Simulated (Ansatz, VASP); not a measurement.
# Cross-check of KAg between VASP and Ansatz, part 2 of 2

Wanted: the spread between two codes on one cell, functional and k mesh. The cell is generated by rule, not measured, and may not be a known phase. The cell is taken from a series of runs on this material, whose earlier steps may have relaxed, scaled, displaced or heated it; both programs get it as it stands.

VASP 6.6.1 and Ansatz 0.2.0.

So far: The starting structure; VASP: zone-centre phonons, PBEsol.

### 2. VASP: zone-centre phonons, PBEsol (continued)

Level of this step: PBEsol; plane waves and PAW (K_sv, Ag); invented cell (VASP).

Numbers of over 12 decimals in the logs are rounded to 6 here.

Parts of OUTCAR (step 2):

```text
ion  position               nearest neighbor table
   1  0.716  0.284  0.500-   3 3.41   4 3.41   3 3.41   4 3.41   3 3.58   3 3.58   4 3.58   4 3.58
                             2 3.69
   2  0.284  0.716  0.500-   3 3.41   4 3.41   3 3.41   4 3.41   3 3.58   3 3.58   4 3.58   4 3.58
                             1 3.69
   3  0.814  0.814  0.000-   4 2.82   2 3.41   1 3.41   1 3.41   2 3.41   1 3.58   1 3.58   2 3.58
                             2 3.58
   4  0.186  0.186  0.000-   3 2.82   2 3.41   1 3.41   1 3.41   2 3.41   1 3.58   2 3.58   2 3.58
                             1 3.58

  LATTYP: Found a base centered orthorhombic cell.
 ALAT       =     7.6058709440
 B/A-ratio  =     1.1237543939
 C/A-ratio  =     0.5072622353

 Subroutine GETGRP returns: Found  8 space group operations
 (whereof  8 operations were pure point group operations)

The static configuration has the point symmetry D_2h.

 Found    126 irreducible k-points:

   k-points           NKPTS =    126   k-points in BZ     NKDIM =    126   number of bands    NBANDS=     26

   dimension x,y,z NGX =    42 NGY =   42 NGZ =   28
   dimension x,y,z NGXF=    84 NGYF=   84 NGZF=   56

   ENCUT  =  500.0 eV  36.75 Ry    6.06 a.u.  10.43 10.43  7.03*2*pi/ulx,y,z

   NELECT =      40.0000    total number of electrons

 k-points in reciprocal lattice and weights: Automatic mesh
   0.00000000  0.00000000  0.00000000       0.002
   0.12500000  0.00000000  0.00000000       0.006
   0.25000000  0.00000000  0.00000000       0.006
   0.37500000  0.00000000  0.00000000       0.006
   0.50000000  0.00000000  0.00000000       0.003
   0.12500000  0.12500000  0.00000000       0.003
   0.25000000  0.12500000  0.00000000       0.006
   0.37500000  0.12500000  0.00000000       0.006
   0.50000000  0.12500000  0.00000000       0.006
[...]
-0.37500000  0.37500000  0.50000000       0.003
   0.50000000  0.50000000  0.50000000       0.002

 average (electrostatic) potential at core
       1 -35.7008       2 -35.7008       3 -76.3594       4 -76.3594

  Total        0.0123123      0.0219127      0.0194515      0.0000000      0.0000000      0.0000000
  in kB        0.1572996      0.2799537      0.2485092      0.0000000      0.0000000      0.0000000
  external PRESSURE =       0.2285875 kB  Pullay stress =       0.0000000 kB

  energy-cutoff  :      500.00
  volume of cell :      125.41
      direct lattice vectors                 reciprocal lattice vectors
     3.802935472 -4.273565447  0.000000000     0.131477382 -0.116998325  0.000000000
     3.802935472  4.273565447  0.000000000     0.131477382  0.116998325  0.000000000
     0.000000000  0.000000000  3.858171096     0.000000000  0.000000000  0.259190164

 POSITION                                       TOTAL-FORCE (eV/Angst)
 -----------------------------------------------------------------------------------
      3.80294     -1.84273      1.92909         0.000000      0.001135      0.000000
      3.80294      1.84273      1.92909         0.000000     -0.001135     -0.000000
      6.19354      0.00000      0.00000         0.000890      0.000000      0.000000
      1.41233      0.00000      0.00000        -0.000890      0.000000      0.000000
 -----------------------------------------------------------------------------------
    total drift:                                0.000000      0.000000     -0.000000

 Eigenvectors and eigenvalues of the dynamical matrix
 ----------------------------------------------------

   1 f  =    3.889720 THz    24.439829 2PiTHz  129.747078 cm-1    16.086580 meV
             X         Y         Z           dx          dy          dz
      3.802935 -1.842734  1.929086    -0.000000    0.630449   -0.000000
      3.802935  1.842734  1.929086     0.000000   -0.630449   -0.000000
      6.193540  0.000000  0.000000    -0.320209    0.000000    0.000000
      1.412331  0.000000  0.000000     0.320209    0.000000    0.000000

   2 f  =    3.670552 THz    23.062761 2PiTHz  122.436451 cm-1    15.180178 meV
             X         Y         Z           dx          dy          dz
      3.802935 -1.842734  1.929086    -0.676831   -0.000000    0.000000
      3.802935  1.842734  1.929086     0.676831   -0.000000   -0.000000
      6.193540  0.000000  0.000000    -0.000000    0.204696   -0.000000
      1.412331  0.000000  0.000000    -0.000000   -0.204696    0.000000

   3 f  =    3.325267 THz    20.893269 2PiTHz  110.918971 cm-1    13.752194 meV
             X         Y         Z           dx          dy          dz
      3.802935 -1.842734  1.929086     0.000000   -0.605539    0.000000
      3.802935  1.842734  1.929086    -0.000000   -0.605539   -0.000000
      6.193540  0.000000  0.000000    -0.000000    0.365134   -0.000000
      1.412331  0.000000  0.000000     0.000000    0.365134    0.000000

   4 f  =    2.949279 THz    18.530868 2PiTHz   98.377365 cm-1    12.197233 meV
             X         Y         Z           dx          dy          dz
      3.802935 -1.842734  1.929086     0.000000    0.000000   -0.604746
      3.802935  1.842734  1.929086     0.000000    0.000000   -0.604746
      6.193540  0.000000  0.000000     0.000000    0.000000    0.366445
      1.412331  0.000000  0.000000     0.000000    0.000000    0.366445

   5 f  =    2.727964 THz    17.140303 2PiTHz   90.995083 cm-1    11.281947 meV
             X         Y         Z           dx          dy          dz
      3.802935 -1.842734  1.929086    -0.605828   -0.000000   -0.000000
      3.802935  1.842734  1.929086    -0.605828    0.000000    0.000000
      6.193540  0.000000  0.000000     0.364655    0.000000   -0.000000
      1.412331  0.000000  0.000000     0.364655    0.000000    0.000000

   6 f  =    2.558445 THz    16.075187 2PiTHz   85.340553 cm-1    10.580875 meV
             X         Y         Z           dx          dy          dz
      3.802935 -1.842734  1.929086     0.000000   -0.320209   -0.000000
      3.802935  1.842734  1.929086     0.000000    0.320209    0.000000
      6.193540  0.000000  0.000000    -0.630449   -0.000000   -0.000000
      1.412331  0.000000  0.000000     0.630449   -0.000000    0.000000

   7 f  =    2.242995 THz    14.093154 2PiTHz   74.818266 cm-1     9.276279 meV
             X         Y         Z           dx          dy          dz
      3.802935 -1.842734  1.929086    -0.000000   -0.000000    0.707107
      3.802935  1.842734  1.929086    -0.000000    0.000000   -0.707107
      6.193540  0.000000  0.000000    -0.000000   -0.000000    0.000000
      1.412331  0.000000  0.000000     0.000000    0.000000    0.000000

   8 f  =    1.682853 THz    10.573680 2PiTHz   56.133950 cm-1     6.959720 meV
             X         Y         Z           dx          dy          dz
      3.802935 -1.842734  1.929086     0.000000    0.000000   -0.000000
      3.802935  1.842734  1.929086     0.000000    0.000000   -0.000000
      6.193540  0.000000  0.000000     0.000000    0.000000    0.707107
      1.412331  0.000000  0.000000     0.000000    0.000000   -0.707107

   9 f  =    1.133089 THz     7.119406 2PiTHz   37.795771 cm-1     4.686076 meV
             X         Y         Z           dx          dy          dz
      3.802935 -1.842734  1.929086     0.204696    0.000000    0.000000
      3.802935  1.842734  1.929086    -0.204696   -0.000000   -0.000000
      6.193540  0.000000  0.000000     0.000000    0.676831    0.000000
      1.412331  0.000000  0.000000     0.000000   -0.676831    0.000000

  10 f/i=    0.000273 THz     0.001713 2PiTHz    0.009093 cm-1     0.001127 meV
             X         Y         Z           dx          dy          dz
      3.802935 -1.842734  1.929086     0.364655   -0.000000    0.000000
      3.802935  1.842734  1.929086     0.364655   -0.000000   -0.000000
      6.193540  0.000000  0.000000     0.605828   -0.000000   -0.000000
      1.412331  0.000000  0.000000     0.605828   -0.000000    0.000000

  11 f/i=    0.002300 THz     0.014453 2PiTHz    0.076728 cm-1     0.009513 meV
             X         Y         Z           dx          dy          dz
      3.802935 -1.842734  1.929086    -0.000000   -0.365134    0.000000
      3.802935  1.842734  1.929086    -0.000000   -0.365134    0.000000
      6.193540  0.000000  0.000000    -0.000000   -0.605539    0.000000
      1.412331  0.000000  0.000000    -0.000000   -0.605539    0.000000

  12 f/i=    0.008430 THz     0.052965 2PiTHz    0.281182 cm-1     0.034862 meV
             X         Y         Z           dx          dy          dz
      3.802935 -1.842734  1.929086     0.000000    0.000000   -0.366445
      3.802935  1.842734  1.929086     0.000000    0.000000   -0.366445
      6.193540  0.000000  0.000000     0.000000    0.000000   -0.604746
      1.412331  0.000000  0.000000     0.000000   -0.000000   -0.604746

 ELASTIC MODULI CONTR FROM IONIC RELAXATION (kBar)
 Direction    XX          YY          ZZ          XY          YZ          ZX
 --------------------------------------------------------------------------------
 XX         -89.0513    -25.4593     -2.4669     -0.0000      0.0000      0.0000
 YY         -25.4593     -7.7523     -3.2079     -0.0000     -0.0000      0.0000
 ZZ          -2.4669     -3.2079    -13.2934     -0.0000     -0.0000     -0.0000
 XY          -0.0000     -0.0000     -0.0000    -18.7067      0.0000      0.0000
 YZ           0.0000     -0.0000     -0.0000      0.0000    -31.8066      0.0000
 ZX           0.0000      0.0000     -0.0000      0.0000      0.0000     -0.1764
 --------------------------------------------------------------------------------
```

### 3. Ansatz: zone-centre phonons, PBEsol

Ansatz runs on its default PAW (the set named soft_2) files.

The same cell, functional, mesh and smearing now go to Ansatz, which takes its cutoff from its data sets.

input.yaml

```yaml
crystal:
  lattice:
    - [3.802935472, -4.2735654465, 0.0]
    - [3.802935472, 4.2735654465, 0.0]
    - [0.0, 0.0, 3.8581710964]
  atoms:
    - { symbol: K, position: [0.7155968298, 0.2844031702, 0.5] }
    - { symbol: K, position: [0.2844031702, 0.7155968298, 0.5] }
    - { symbol: Ag, position: [0.8143103867, 0.8143103867, 0.0] }
    - { symbol: Ag, position: [0.1856896133, 0.1856896133, 0.0] }
kpoints:
  mp_grid: { grid: [8, 8, 10] }
hamiltonian:
  xc: pbesol
scf:
  occupations: { method: methfessel_paxton, width: 0.15 }
output:
  eigenvalues: true
phonons:
  method: dfpt
```

Run with:

```sh
ansatz run input.yaml --threads 4 --pin off --max-ram 7168MiB --backend cpu --events-out ev --progress --plain --runs-dir out
```

The log of the run:

```text
zone centre: on kpoints.mp_grid the ground state, and the responses unless they are solved on pairs of k-points, stand on 204 of the mesh's 640 k-points, reduced under 2 symmetry operations, with k and −k counted as one. Each operation leaves every solved displacement unchanged or reverses it
Engine: ansatz 0.2.0, aarch64-unknown-linux-gnu
Pseudopotentials: kind: paw
Pseudopotential: K, paw, valence charge 9, recommended cutoff 420 eV (normal), K.paw.azcp
Pseudopotential: Ag, paw, valence charge 19, recommended cutoff 420 eV (normal), Ag.paw.azcp
Functional definition: PBEsol
  exchange = pbesol_x
  correlation = pbesol_c
Crystal: 4 atoms, lattice volume = 125.407 Å³
Basis set: ecut = 420 eV, 2467 PW (Γ), exchange–correlation on 80×80×54 points (8 copies of the dense FFT grid, shifted against one another)
Bands: 34, of which v1, the nominal top of the filled ones, is band 28 counted from 1 (27 counted from 0)
Symmetry: 8 space group operations
k-points: 204 of 640 (irreducible under 2 space group operations, time reversal used)
Non-local potential: K, projectors of the file, l = 0: 3, l = 1: 2, l = 2: 2
Non-local potential: Ag, projectors of the file, l = 0: 3, l = 1: 2, l = 2: 2, l = 3: 1
PAW form: soft (Blöchl's): semilocal exchange-correlation on the pseudo side does not see the compensation charge
PAW frozen core: K, regenerated for the run's functional, and the local potential with it (the file was generated under x = pbe(κ = 0.804, μ = 0.219515), c = pbe(β = 0.066725))
PAW frozen core: Ag, regenerated for the run's functional, and the local potential with it (the file was generated under x = pbe(κ = 0.804, μ = 0.219515), c = pbe(β = 0.066725))
PAW one-centre angular grid: K, 110 points (default); XC on 64 Gauss nodes
PAW one-centre angular grid: Ag, 590 points (default); XC on 64 Gauss nodes
Initial density: superposition of atomic densities (neutral atoms: chi_scale 0, normalization atom), corrected by the library's trained network
Initial wavefunctions: pseudopotential atomic-orbital guess
Functional: x = pbesol(κ = 0.804, μ = 0.123457), c = pbesol(β = 0.046)
SCF iter   1: F=—  HF=-18075.769882 eV  |F-HF|=—  |Δ(HF+E_count)|=         —  Δρ=3.42e-3  dr2=1.39e-2  ethr=1.77e-3  ⟨swp⟩=6.3  Hψ=26808  notcnv=0
preconditioner: auto → Kerker (q_TF=auto, 2.385 Å⁻¹)  [metal: Δε(μ)=0.013 eV  Ē_g=10.062 eV  σ=0.150 eV  W_gap=0.07  n_scr=34 (ndim 8)  ℏωp=19.9 eV  f_vac=0.006  D(μ)=1.20/eV (n_scr^D=4)]
SCF iter   2: F=—  HF=-18075.767715 eV  |F-HF|=—  |Δ(HF+E_count)|=   2.17e-3  S|Δr|=    0.00e0  Δρ=1.17e-3  dr2=1.44e-3  ethr=2.49e-5  ⟨swp⟩=2.0  Hψ=10682  notcnv=0
SCF iter   3: F=—  HF=-18075.767534 eV  |F-HF|=—  |Δ(HF+E_count)|=   1.81e-4  S|Δr|=    0.00e0  Δρ=5.15e-4  dr2=3.62e-4  ethr=2.57e-6  ⟨swp⟩=2.3  Hψ=10761  notcnv=0
SCF iter   4: F=—  HF=-18075.767515 eV  |F-HF|=—  |Δ(HF+E_count)|=   1.91e-5  S|Δr|=    0.00e0  Δρ=1.09e-4  dr2=4.13e-5  ethr=6.46e-7  ⟨swp⟩=2.0  Hψ=10284  notcnv=0
SCF iter   5: F=—  HF=-18075.767517 eV  |F-HF|=—  |Δ(HF+E_count)|=   2.28e-6  S|Δr|=    0.00e0  Δρ=3.32e-5  dr2=4.09e-6  ethr=7.37e-8  ⟨swp⟩=2.2  Hψ=7772  notcnv=0
SCF iter   6: F=—  HF=-18075.767515 eV  |F-HF|=—  |Δ(HF+E_count)|=   1.91e-6  S|Δr|=    0.00e0  Δρ=1.15e-5  dr2=3.60e-7  ethr=7.31e-9  ⟨swp⟩=2.4  Hψ=9761  notcnv=0
SCF iter   7: F=—  HF=-18075.767515 eV  |F-HF|=—  |Δ(HF+E_count)|=   4.90e-8  S|Δr|=    0.00e0  Δρ=4.15e-6  dr2=3.06e-8  ethr=6.42e-10  ⟨swp⟩=2.0  Hψ=10348  notcnv=0
SCF iter   8: F=—  HF=-18075.767515 eV  |F-HF|=—  |Δ(HF+E_count)|=   8.29e-9  S|Δr|=    0.00e0  Δρ=1.16e-6  dr2=3.05e-9  ethr=5.47e-11  ⟨swp⟩=2.2  Hψ=10209  notcnv=0
SCF iter   9: F=—  HF=-18075.767515 eV  |F-HF|=—  |Δ(HF+E_count)|=   1.70e-9  S|Δr|=    0.00e0  Δρ=4.62e-7  dr2=4.98e-10  ethr=5.45e-12  ⟨swp⟩=2.0  Hψ=10096  notcnv=0
SCF iter  10: F=—  HF=-18075.767515 eV  |F-HF|=—  |Δ(HF+E_count)|=  1.46e-10  S|Δr|=    0.00e0  Δρ=2.03e-7  dr2=6.14e-11  ethr=1.00e-12  ⟨swp⟩=2.0  Hψ=10052  notcnv=0
SCF iter  11: F=-18075.767515 eV  HF=-18075.767515 eV  |F-HF|=0.00e0  |Δ(HF+E_count)|=    0.00e0  S|Δr|=    0.00e0  Δρ=7.10e-8  dr2=8.92e-12  ethr=1.00e-12  ⟨swp⟩=9.3  Hψ=35312  notcnv=0
SCF 1 converged in 11 iterations: F = -18075.767515 eV  dr2 = 8.92e-12
  greatest PAW one-centre occupation: 1.001 electrons in one spin orbital (limit 2), on the Ag atom at site 3 (counted from 0), in its partial waves of l = 0
DFPT response loops at Γ: preconditioner auto → Kerker (q_TF=auto, 2.385 Å⁻¹) (partly filled bands, converged f_vac=0.007); β = 1.00, the filter's whole step (`scf.mixing.beta` (0.50) is not read by the response loops under this deck's `scf.mixing.preconditioner`; to damp them name `kerker` or `kerker_dos`, under which they read `scf.mixing.beta`, and type it under 1.00, their step now; both keys bind the ground state too); Broyden in place of MSR1
SCF converged after 11 iterations
Stability not checked: this state was not tested for a lower state beside it, because cold or Methfessel-Paxton smearing, or corrected tetrahedra, fill the levels in a way that the test cannot read (fill_not_monotonic; see scf.lower_state_search)
Free energy (F): -18075.767515 eV
Harris-Foulkes:  -18075.767515 eV  (|F-HF|=0.00e0)
Internal energy: -18075.766415 eV  (E = F + TS)
E sigma→0 (E₀):  -18075.767240 eV
Entropy (-TS):   -0.001101 eV (-0.275 meV/atom)
Fermi energy:    6.883991 eV
--- Per-component energies (eV) ---
  E_band       = -1022.025515
  E_kinetic    = 1565.001518
  E_local      = -8115.036680  (includes V_loc(G=0)·N_el)
  E_nonlocal   = 193.180925
  E_hartree    = 3507.212435
  E_xc         = -631.875765
  E_vxc        = -792.704177  (∫ρ·V_xc dr)
  E_paw        = -9195.391614  (= ΣΔE_a)
  E_vpaw       = -886.892664  (= ΣTr[D̂ρ^β])
  E_aug_tail   = 0.000576  (compensation charges beyond the density's cutoff)
  E_ewald      = -5399.719059
  E_core_change = 0.861248  (= ΣΔE_core)
  E_smearing   = -0.001101  (= −TS)
  E_closure    = -0.000000  (closes the sum)
  Σ components = -18075.767515   (vs F -18075.767515, Δ=0.00e0)
--- Band table (eV; the first three rows and the last of 204) ---
  k-point 0: bands = [... 24 lower, 3.2227, 3.3442, 3.3483, 6.2716, 8.0721, 8.6898, 9.9512, 10.8509, ... 2 higher]
  k-point 1: bands = [... 24 lower, 3.2239, 3.3306, 3.3581, 6.3529, 8.1010, 8.6840, 10.0575, 10.7188, ... 2 higher]
  k-point 2: bands = [... 24 lower, 3.3006, 3.3302, 3.3859, 6.6070, 8.1675, 8.6620, 9.7843, 10.2903, ... 2 higher]
  k-point 203: bands = [... 24 lower, 3.2326, 3.5478, 5.7674, 6.7011, 7.9298, 8.2620, 8.7577, 9.0328, ... 2 higher]
--- Phonons (Γ-DFPT): 6 representative perturbations + reference, on 204 of 640 k-points (Σ response iterations 19) ---
  k mesh reduced under 2 symmetry operations, with k and −k counted as one. Each operation leaves every solved displacement unchanged or reverses it
  ASR residual: 5.511e-5 → 0.000e0 eV/Å²; symmetrization residual: 1.589e-5 eV/Å²
  ASR residual per site (eV/Å²): 3.52e-5 3.52e-5 5.51e-5 5.51e-5
  Γ frequencies (cm⁻¹): 0.00 0.00 0.00 37.08 55.38 74.77 85.57 90.38 97.88 110.22 121.76 129.29
  non-analytic LO–TO correction: not included (Born effective charges unavailable; polar crystals: no LO–TO splitting at Γ)
```

### 4. Comparison

Known differences besides the potentials themselves: the data sets hold 56 valence electrons in Ansatz (on its default PAW (the set named soft_2) files) and 40 in VASP; the cutoff is 420 eV in Ansatz and 500 eV in VASP; Ansatz makes its cores anew for this functional, VASP keeps those of its PBE data sets. Total energies have different zeros and are not compared.

Both answers:

| quantity | Ansatz | VASP | difference |
| --- | --- | --- | --- |
| optical mode 1 (cm⁻¹) | 37.1 | 37.8 | -0.7 |
| optical mode 2 (cm⁻¹) | 55.4 | 56.1 | -1.34 % |
| optical mode 3 (cm⁻¹) | 74.8 | 74.8 | -0.06 % |
| optical mode 4 (cm⁻¹) | 85.6 | 85.3 | +0.27 % |
| optical mode 5 (cm⁻¹) | 90.4 | 91.0 | -0.68 % |
| optical mode 6 (cm⁻¹) | 97.9 | 98.4 | -0.51 % |
| optical mode 7 (cm⁻¹) | 110.2 | 110.9 | -0.63 % |
| optical mode 8 (cm⁻¹) | 121.8 | 122.4 | -0.55 % |
| optical mode 9 (cm⁻¹) | 129.3 | 129.7 | -0.35 % |

Modes are paired by rising frequency, not by their patterns, so a pair may set unlike modes beside each other; they are those without the splitting of longitudinal modes.

### 5. Summary of results

- r.m.s. difference of the optical zone-centre modes, each program's sorted by frequency (zone-centre phonons, PBEsol): 0.57 cm⁻¹
- difference in optical mode 2 (zone-centre phonons, PBEsol): -1.3 %

The r.m.s. difference of the optical zone-centre modes, each program's sorted by frequency is 0.57 cm⁻¹ (zone-centre phonons, PBEsol). The data sets hold unlike numbers of valence electrons (56 in Ansatz and 40 in VASP), so part of the differences comes from the potentials. Among the rows given in per cent, the largest difference of the zone-centre phonons, PBEsol pair is in optical mode 2, -1.3 %. Such differences can come from data sets, numerical settings and the points named under the comparisons, not from the functional's error against experiment.

[Lines on the potential files, build, host, timing and source positions are cut from VASP's logs without a mark.]

[Logs are printed without paths, hosts, clocks, repeated set-up lines and the standing remarks that a program may print on its own settings, such as how far it seeks lower states.]

[Hosts, paths, dates, database ids (printed as entryN), source tags and the programs' standing remarks are cut or masked in the printed files.]
